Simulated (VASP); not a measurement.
Input:

```yaml
crystal:
  lattice:
    - [0.00000, 2.94998, 2.94998]
    - [2.94998, 0.00000, 2.94998]
    - [2.94998, 2.94998, 0.00000]
  atoms:
    - { symbol: Pb, position: [0.00000, 0.00000, 0.00000] }
    - { symbol: S, position: [0.50000, 0.50000, 0.50000] }
```

Calculation: PBEsol GGA, VASP's PBE PAW potentials (set 64) (plane waves; VASP). Settings: 400 eV cut-off, 7×7×7 Γ-centred mesh, Gaussian smearing of 0.050 eV, potentials Pb_d S.

**Question.** Estimate the energy per atom (σ→0).

**Answer.** 
```yaml
energy per atom (σ→0): -4.730 eV/atom
```

Total energies compare only between runs with the same potentials, cut-off and functional.

The compound is PbS in the rock salt structure. It was relaxed first. The start is the result of an earlier pass.
